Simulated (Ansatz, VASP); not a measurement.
**Cross-check of Sb (Antimony) between VASP and Ansatz**

Aim: how closely do two programs agree when they are given the same cell, functional and k mesh?

Program: Ansatz 0.2.0. Level of theory: plane waves, with VASP 6.6.1 beside it; single point at PBEsol. Results are calculated unless marked as measured.

### 1. Starting point

Symmetry: R-3m, No. 166, trigonal system. The conventional cell has a = 4.308 Å, b = 4.308 Å, c = 11.274 Å, α = 90.00°, β = 90.00°, γ = 120.00°. Sb has 3 Sb at 2.91 Å nearest.

Structure file:

```cif
data_structure
_symmetry_space_group_name_H-M 'R-3m:H'
_symmetry_Int_Tables_number 166
_cell_length_a 4.3084
_cell_length_b 4.3084
_cell_length_c 11.2740
_cell_angle_alpha 90.000
_cell_angle_beta 90.000
_cell_angle_gamma 120.000
_cell_volume 181.23
loop_
_atom_site_label
_atom_site_type_symbol
_atom_site_symmetry_multiplicity
_atom_site_Wyckoff_symbol
_atom_site_fract_x
_atom_site_fract_y
_atom_site_fract_z
_atom_site_occupancy
Sb1 Sb 6 c 0.00000 0.00000 0.76651 1
```

### 2. VASP: single point, PBEsol

A single point gives forces, pressure and levels at one fixed geometry, so differences don't come from the geometry; what else differs is listed under the comparison.

Lines of VASP's logs that name or quote its potential files are left out, and so is its time.

The input, INCAR:

```
SYSTEM = Sb
PREC = Accurate
ENCUT = 400
EDIFF = 1E-05
NELM = 100
ISMEAR = 0
SIGMA = 0.05
LREAL = .FALSE.
ALGO = Normal
GGA = PS
NBANDS = 11
LORBIT = 11
LWAVE = .FALSE.
LCHARG = .FALSE.
KPAR = 2
```

The input, POSCAR:

```
Sb
1.0
    2.1542000000      1.2437279499      3.7580000000
   -2.1542000000      1.2437279499      3.7580000000
    0.0000000000     -2.4874558998      3.7580000000
Sb
2
Direct
    0.7665100000      0.7665100000      0.7665100000
    0.2334900000      0.2334900000      0.2334900000
```

The input, KPOINTS:

```
Automatic mesh
0
Gamma
10 10 10
0 0 0
```

PAW data sets: Sb (PBE family, release 64).

Started as:

```bash
mpirun -np 2 vasp_std
```

Numbers of over 12 decimals in the logs are rounded to 6 here.

What it wrote:

```text
[banner, memory and clock lines left out]
running    2 mpi-ranks, on    1 nodes
 distrk:  each k-point on    1 cores,    2 groups
 distr:  one band on    1 cores,    1 groups

 POSCAR found type information on POSCAR Sb
 POSCAR found :  1 types and       2 ions
|                                                                             |
|               ----> ADVICE to this user running VASP <----                  |
|                                                                             |
|     You enforced a specific xc type in the INCAR file but a different       |
|     [... a line on the potential file left out ...]
|     I HOPE YOU KNOW WHAT YOU ARE DOING!                                     |
|                                                                             |

 LDA part: xc-table for (Slater+PW92), standard interpolation
 POSCAR, INCAR and KPOINTS ok, starting setup
 FFT: planning ... GRIDC
 FFT: planning ... GRID_SOFT
 FFT: planning ... GRID
 WAVECAR not read
 entering main loop
       N       E                     dE             d eps       ncg     rms          rms(c)
DAV:   1     0.283259660754E+02    0.28326E+02   -0.30935E+03  2552   0.577E+02
DAV:   2    -0.758399769218E+01   -0.35910E+02   -0.34531E+02  3259   0.102E+02
DAV:   3    -0.911673212483E+01   -0.15327E+01   -0.15204E+01  3140   0.235E+01
DAV:   4    -0.913041628736E+01   -0.13684E-01   -0.13675E-01  2855   0.261E+00
DAV:   5    -0.913057393912E+01   -0.15765E-03   -0.15765E-03  2986   0.312E-01    0.292E+00
DAV:   6    -0.911935939005E+01    0.11215E-01   -0.29009E-03  2863   0.311E-01    0.175E+00
DAV:   7    -0.911285160661E+01    0.65078E-02   -0.65910E-03  2801   0.468E-01    0.547E-02
DAV:   8    -0.911287950366E+01   -0.27897E-04   -0.16387E-04  2867   0.897E-02    0.194E-02
DAV:   9    -0.911288864111E+01   -0.91375E-05   -0.20610E-05  2757   0.274E-02
   1 F= -.91128886E+01 E0= -.91127508E+01  d E =-.275679E-03
```

From OUTCAR (step 2):

```text
ion  position               nearest neighbor table
   1  0.767  0.767  0.767-   2 2.91   2 2.91   2 2.91   2 3.35   2 3.35   2 3.35
   2  0.233  0.233  0.233-   1 2.91   1 2.91   1 2.91   1 3.35   1 3.35   1 3.35

  LATTYP: Found a trigonal (rhomboedric) cell.
 ALAT       =     4.5066618304
 COS(alpha) =     0.5430253624

 Subroutine GETGRP returns: Found 12 space group operations
 (whereof 12 operations were pure point group operations)

The static configuration has the point symmetry D_3d.

 Found    116 irreducible k-points:

   k-points           NKPTS =    116   k-points in BZ     NKDIM =    116   number of bands    NBANDS=     11

   dimension x,y,z NGX =    30 NGY =   30 NGZ =   30
   dimension x,y,z NGXF=    60 NGYF=   60 NGZF=   60

   ENCUT  =  400.0 eV  29.40 Ry    5.42 a.u.   7.35  7.35  7.35*2*pi/ulx,y,z

   NELECT =      10.0000    total number of electrons

 k-points in reciprocal lattice and weights: Automatic mesh
   0.00000000  0.00000000  0.00000000       0.001
   0.10000000 -0.00000000 -0.00000000       0.006
   0.20000000 -0.00000000 -0.00000000       0.006
   0.30000000 -0.00000000 -0.00000000       0.006
   0.40000000 -0.00000000  0.00000000       0.006
   0.50000000 -0.00000000 -0.00000000       0.003
   0.10000000  0.10000000 -0.00000000       0.006
   0.20000000  0.10000000  0.00000000       0.012
   0.30000000  0.10000000 -0.00000000       0.012
[...]
-0.40000000  0.50000000  0.40000000       0.006
   0.50000000  0.50000000  0.50000000       0.001

 average (electrostatic) potential at core
       1 -85.6836       2 -85.6836

 E-fermi :   7.0841

 k-point     1 :       0.0000    0.0000    0.0000
  band No.  band energies     occupation
      1      -5.6034      2.00000
      2       2.3269      2.00000
      3       5.0783      2.00000
      4       5.3451      2.00000
      5       5.3451      2.00000
      6       9.1845      0.00000
      7       9.8254      0.00000
      8       9.8254      0.00000
      9      12.2008      0.00000
     10      12.2008      0.00000
    ...

 k-point     2 :       0.1000   -0.0000   -0.0000
  band No.  band energies     occupation
      1      -5.4928      2.00000
      2       1.8362      2.00000
      3       5.1147      2.00000
      4       5.3168      2.00000
      5       5.5246      2.00000
      6       9.1414      0.00000
      7       9.5243      0.00000
      8       9.5667      0.00000
      9      11.7387      0.00000
     10      12.1344      0.00000
    ...

 k-point     3 :       0.2000   -0.0000   -0.0000
  band No.  band energies     occupation
      1      -5.1629      2.00000
      2       0.7540      2.00000
      3       5.1201      2.00000
      4       5.2564      2.00000
      5       5.8892      2.00000
      6       8.7077      0.00000
      7       8.8781      0.00000
      8       8.9401      0.00000
      9      11.7063      0.00000
     10      12.2719      0.00000
    ...

  Total        0.1670201      0.1670201     -0.0703575      0.0000000      0.0000000      0.0000000
  in kB        4.4295525      4.4295525     -1.8659555      0.0000000      0.0000000      0.0000000
  external PRESSURE =       2.3310498 kB  Pullay stress =       0.0000000 kB

  energy-cutoff  :      400.00
  volume of cell :       60.41
      direct lattice vectors                 reciprocal lattice vectors
     2.154200000  1.243727950  3.758000000     0.232104726  0.134005726  0.088699663
    -2.154200000  1.243727950  3.758000000    -0.232104726  0.134005726  0.088699663
     0.000000000 -2.487455900  3.758000000     0.000000000 -0.268011452  0.088699663

 POSITION                                       TOTAL-FORCE (eV/Angst)
 -----------------------------------------------------------------------------------
      0.00000      0.00000      8.64163         0.000000      0.000000     -0.186868
      0.00000      0.00000      2.63237         0.000000     -0.000000      0.186868
 -----------------------------------------------------------------------------------
    total drift:                                0.000000      0.000000     -0.000000

  FREE ENERGIE OF THE ION-ELECTRON SYSTEM (eV)
  ---------------------------------------------------
  free  energy   TOTEN  =        -9.1128886411 eV

  energy  without entropy=       -9.1126129621  energy(sigma->0) =       -9.11275080

 total charge
# of ion       s       p       d       tot
------------------------------------------
    1        1.216   1.148   0.035   2.399
    2        1.216   1.148   0.035   2.399
--------------------------------------------------
tot          2.432   2.295   0.071   4.798

[... 3 further parts left out ...]
```

The run ends at a pressure of 0.23 GPa, with forces up to 0.19 eV/Å.

### 3. Ansatz: single point, PBEsol

Ansatz runs on its default PAW (the set named soft_2) files.

The same cell, functional, mesh and smearing now go to Ansatz, which takes its cutoff from its data sets.

The input, input.yaml:

```yaml
crystal:
  lattice:
    - [2.1542, 1.2437279499, 3.758]
    - [-2.1542, 1.2437279499, 3.758]
    - [0.0, -2.4874558998, 3.758]
  atoms:
    - { symbol: Sb, position: [0.76651, 0.76651, 0.76651] }
    - { symbol: Sb, position: [0.23349, 0.23349, 0.23349] }
hamiltonian:
  xc: pbesol
  pseudopotentials: { kind: paw }
kpoints:
  mp_grid: { grid: [10, 10, 10] }
scf:
  occupations: { method: gaussian, width: 0.05 }
  n_extra_bands: 4
output:
  forces: true
  stress: true
  eigenvalues: true
  write_density: true
  write_potential: true
  elf: true
  volumetric_format: npy
```

Started as:

```bash
ansatz run input.yaml --threads 2 --pin off --max-ram 4608MiB --backend cpu --events-out ev --progress --plain --runs-dir out
```

What it wrote:

```text
scf.n_extra_bands = 4 over 15 filled bands (N_el = 30.0): the run solves 19 bands
Engine: ansatz 0.2.0, x86_64-unknown-linux-gnu
Pseudopotentials: kind: paw
Pseudopotential: Sb, paw, valence charge 15, recommended cutoff 420 eV (normal), Sb.paw.azcp
Functional definition: PBEsol
  exchange = pbesol_x
  correlation = pbesol_c
Crystal: 2 atoms, lattice volume = 60.411 Å³
Basis set: ecut = 420 eV, 1195 PW (Γ), exchange–correlation on 64×64×64 points (8 copies of the dense FFT grid, shifted against one another)
Bands: 19, of which v1, the nominal top of the filled ones, is band 15 counted from 1 (14 counted from 0)
Symmetry: 12 space group operations
Space group: R-3m (ITA 166), of the structure as read, at distance tolerance 3.9e-5 Å
k-points: 116 of 1000
Non-local potential: Sb, projectors of the file, l = 0: 2, l = 1: 2, l = 2: 2, l = 3: 2
PAW form: soft (Blöchl's): semilocal exchange-correlation on the pseudo side does not see the compensation charge
PAW frozen core: Sb, regenerated for the run's functional, and the local potential with it (the file was generated under x = pbe(κ = 0.804, μ = 0.219515), c = pbe(β = 0.066725))
PAW one-centre angular grid: Sb, 590 points (default); XC on 64 Gauss nodes
Initial density: superposition of atomic densities (neutral atoms: chi_scale 0, normalization atom), corrected by the library's trained network
Initial wavefunctions: pseudopotential atomic-orbital guess
Functional: x = pbesol(κ = 0.804, μ = 0.123457), c = pbesol(β = 0.046)
SCF iter   1: F=—  HF=-12816.172516 eV  |F-HF|=—  |Δ(HF+E_count)|=         —  Δρ=2.57e-3  dr2=2.91e-3  ethr=1.77e-3  ⟨swp⟩=6.3  Hψ=11609  notcnv=0
preconditioner: auto → none  [insulator: Δε(μ)=0.144 eV  Ē_g=8.653 eV  σ=0.050 eV  W_gap=0.68  n_scr=14 (ndim 8)  ℏωp=15.1 eV  f_vac=0.002  D(μ)=0.21/eV (n_scr^D=0)  ε∞_Penn≈4.0]
SCF iter   2: F=—  HF=-12816.169849 eV  |F-HF|=—  |Δ(HF+E_count)|=   2.67e-3  Δρ=1.29e-3  dr2=4.98e-4  ethr=9.70e-6  ⟨swp⟩=2.8  Hψ=5045  notcnv=0
SCF iter   3: F=—  HF=-12816.169750 eV  |F-HF|=—  |Δ(HF+E_count)|=   9.95e-5  Δρ=3.34e-4  dr2=5.50e-5  ethr=1.66e-6  ⟨swp⟩=2.0  Hψ=3945  notcnv=0
SCF iter   4: F=—  HF=-12816.169747 eV  |F-HF|=—  |Δ(HF+E_count)|=   2.55e-6  Δρ=9.89e-5  dr2=3.64e-6  ethr=1.83e-7  ⟨swp⟩=2.7  Hψ=3840  notcnv=0
SCF iter   5: F=—  HF=-12816.169748 eV  |F-HF|=—  |Δ(HF+E_count)|=   1.22e-6  Δρ=3.31e-5  dr2=4.20e-7  ethr=1.21e-8  ⟨swp⟩=2.0  Hψ=3945  notcnv=0
SCF iter   6: F=-12816.169748 eV  HF=-12816.169748 eV  |F-HF|=1.06e-10  |Δ(HF+E_count)|=   2.48e-7  Δρ=2.30e-6  dr2=2.19e-9  ethr=3.33e-10  ⟨swp⟩=10.0  Hψ=16518  notcnv=0
SCF 1 converged in 6 iterations: F = -12816.169748 eV  dr2 = 2.19e-9
  greatest PAW one-centre occupation: 0.996 electrons in one spin orbital (limit 2), on the Sb atom at site 1 (counted from 0), in its partial waves of l = 2
SCF converged after 6 iterations
Free energy (F): -12816.169748 eV
Harris-Foulkes:  -12816.169748 eV  (|F-HF|=1.06e-10)
Internal energy: -12816.169476 eV  (E = F + TS)
E sigma→0 (E₀):  -12816.169612 eV
Entropy (-TS):   -0.000272 eV (-0.136 meV/atom)
Fermi energy:    9.888074 eV
--- Per-component energies (eV) ---
  E_band       = -341.564944
  E_kinetic    = 414.886881
  E_local      = -3198.125744  (includes V_loc(G=0)·N_el)
  E_nonlocal   = 728.102986
  E_hartree    = 1447.337156
  E_xc         = -275.076960
  E_vxc        = -193.364912  (∫ρ·V_xc dr)
  E_paw        = -8999.087453  (= ΣΔE_a)
  E_vpaw       = -987.740788  (= ΣTr[D̂ρ^β])
  E_aug_tail   = -0.000004  (compensation charges beyond the density's cutoff)
  E_ewald      = -2934.870052
  E_core_change = 0.663714  (= ΣΔE_core)
  E_smearing   = -0.000272  (= −TS)
  E_closure    = 0.000000  (closes the sum)
  Σ components = -12816.169748   (vs F -12816.169748, Δ=0.00e0)
--- Forces (eV/Å), atoms counted from 1 ---
  atom   1  Sb    -0.00000000    -0.00000000    -0.12898551
  atom   2  Sb     0.00000000     0.00000000     0.12898551
  max |Σ_I F_I| component: 8.10e-18 eV/Å
--- Stress (GPa, compression-positive) ---
        0.216699       0.000000       0.000000
        0.000000       0.216699       0.000000
        0.000000       0.000000      -0.316011
  P = ⅓ Tr σ = 0.0391 GPa (0.391 kbar)
--- Band table (eV; the first three rows and the last of 116) ---
  k-point 0: bands = [... 11 lower, 5.0870, 7.8732, 8.1468, 8.1468, 12.0059, 12.6257, 12.6257, 15.0516]
  k-point 1: bands = [... 11 lower, 4.6045, 7.9110, 8.1194, 8.3189, 11.9573, 12.3208, 12.3634, 14.5762]
  k-point 2: bands = [... 11 lower, 3.5337, 7.9177, 8.0610, 8.6761, 11.5103, 11.6726, 11.7321, 14.5393]
  k-point 115: bands = [... 11 lower, 0.9269, 8.6294, 8.6294, 9.4266, 10.0605, 10.0605, 11.0196, 16.8908]
```

It took 3.4 s on 2 threads of AMD EPYC 7B13 (Zen 3), shared host; peak memory 0.46 GiB.

The run ends at a pressure of 0.04 GPa, with forces up to 0.13 eV/Å.

### 4. Comparison

Known differences besides the potentials themselves: the data sets hold 30 valence electrons in Ansatz (default PAW (the set named soft_2) files) and 10 in VASP; the cutoff is 420 eV in Ansatz and 400 eV in VASP; Ansatz makes its cores anew for this functional, VASP keeps those of its PBE data sets; VASP leaves aspherical gradient terms in its spheres out (LASPH is not set), Ansatz keeps them. Total energies have different zeros and are not compared.

The two programs side by side:

| quantity | Ansatz | VASP | difference |
| --- | --- | --- | --- |
| pressure (GPa) | 0.04 | 0.23 | -0.19 |

Forces (eV/Å; atoms numbered as in POSCAR):

| atom | Ansatz x, y, z | VASP x, y, z |
| --- | --- | --- |
| Sb1 | 0.000, 0.000, -0.129 | 0.000, 0.000, -0.187 |
| Sb2 | 0.000, 0.000, 0.129 | 0.000, 0.000, 0.187 |

The forces differ by 33 meV/Å r.m.s., which is 31.0 % of the r.m.s. force of 0.11 eV/Å (both taken over all components).

### 5. Other set-ups

Further runs change the set-up of one program: Ansatz's method, potentials or start, or VASP's data sets, cutoff or form of LDA. The table gives Ansatz less VASP for each quantity, since a change that brings one quantity closer may part another.

| run | r.m.s. force difference (meV/Å) | pressure (GPa) |
| --- | --- | --- |
| as above | 33 | -0.19 |
| cores kept as stored | 33 | -0.19 |
| Ansatz's all-electron LAPW method | 34 | -0.18 |
| Ansatz's larger PAW set (cutoff 430 eV) | 33 | -0.19 |
| norm-conserving potentials (cutoff 1088 eV) | 29 | -0.23 |

### 6. Summary of results

```
r.m.s. force difference (single point, PBEsol) : 33 meV/Å
```

What this shows: The r.m.s. force difference is 33 meV/Å (single point, PBEsol), beyond the 12 meV/Å picked in this series as the mark of a large difference. For single point, PBEsol, no further run moves any of the tabulated differences by more than a quarter of its size. 1 further run of this series is not shown here. Such differences can come from data sets, numerical settings and the points named under the comparisons, not from the functional's error against experiment.

[Lines on the potential files, build, host, timing and source positions are cut from VASP's logs without a mark.]

[Logs are printed without paths, hosts, clocks, repeated set-up lines and the standing remarks that a program may print on its own settings, such as how far it seeks lower states.]

[Hosts, paths, dates, database ids (printed as entryN), source tags and the programs' standing remarks are cut or masked in the printed files.]
